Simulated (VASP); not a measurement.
Energy against volume of MgO (rock salt). These are PBE0 hybrid, VASP's PBE PAW potentials (set 64) (plane waves; VASP 6.6.1) values and carry that method's errors. Numerical set-up: 520 eV cut-off, 8×8×8 Γ-centred mesh, Gaussian smearing of 0.050 eV, potentials Mg O.

```
V (Å³/atom)  E (eV/atom)
-----------  -----------
9.000           -7.38778
9.287           -7.39202
9.575           -7.38693
9.862           -7.37389
```

### Question
Fit these four points and predict the energy of the run at 8.713 Å³/atom.

### Answer
A cubic in V^(−2/3), the third-order Birch-Murnaghan form, passes through the four points with V0 = 9.27 Å³/atom and B0 = 169 GPa, and gives -7.3727 eV/atom there. The run gave -7.3726 eV/atom, +0.1 meV/atom from the fit; all five points give B0 = 170 GPa.

The compound is MgO in the rock salt structure. It was relaxed first. The cell's shape comes from a PBE relaxation.
